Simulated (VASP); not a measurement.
A convergence study with VASP on CsBr (CsCl type): one setting is varied, all else stays as given below, so the limit is that of these other settings. Each run relaxes cell and ions from the cell shown. The basis is that of the starting cell, so low cut-offs carry a Pulay error.

```xyz
2
Lattice="4.2900 0.0000 0.0000 0.0000 4.2900 0.0000 0.0000 0.0000 4.2900" Properties=species:S:1:pos:R:3 pbc="T T T"
Cs     0.0000     0.0000     0.0000
Br     2.1450     2.1450     2.1450
```

All values below come from PBE GGA, VASP's PBE PAW potentials (set 64) (plane waves; VASP). The tightest run used: 700 eV cut-off, 5×5×5 Γ-centred mesh, Gaussian smearing of 0.050 eV, potentials Cs_sv Br.

Unless said otherwise, spin-orbit coupling is left out, though it shifts the bands of the heavy elements here. Gaps are read on the run's mesh, which can miss a band edge.

Q: The settings run are ENCUT = 150; ENCUT = 200; ENCUT = 250; ENCUT = 300; ENCUT = 350; ENCUT = 400; ENCUT = 450; ENCUT = 500; ENCUT = 550; ENCUT = 600; ENCUT = 650; ENCUT = 700. From which on does the relaxed volume stay within 0.1 Å³/atom of the tightest run?

A: From ENCUT = 450 on: it is off by 0.080 there and by no more than 0.1 in any finer run, while ENCUT = 400 is off by 0.131.
```tsv
setting	relaxed volume (Å³/atom)	E (eV/atom)	gap on the mesh (eV)	plane waves	difference judged (Å³/atom)
ENCUT = 150	34.030	-3.1038	4.666	341	8.420
ENCUT = 200	39.355	-2.9981	4.511	513	3.095
ENCUT = 250	41.800	-3.0094	4.303	739	0.651
ENCUT = 300	42.306	-3.0115	4.264	948	0.144
ENCUT = 350	42.306	-3.0111	4.263	1189	0.145
ENCUT = 400	42.320	-3.0112	4.263	1445	0.131
ENCUT = 450	42.371	-3.0116	4.260	1743	0.080
ENCUT = 500	42.412	-3.0119	4.257	2022	0.039
ENCUT = 550	42.433	-3.0119	4.255	2338	0.018
ENCUT = 600	42.442	-3.0120	4.255	2652	0.008
ENCUT = 650	42.447	-3.0120	4.254	2995	0.004
ENCUT = 700	42.451	-3.0120	4.254	3345	0.000
```

Left out are rungs that failed or repeat a setting and relaxations that didn't move; long series are thinned to 24 rows.

The compound is CsBr in the CsCl type structure.
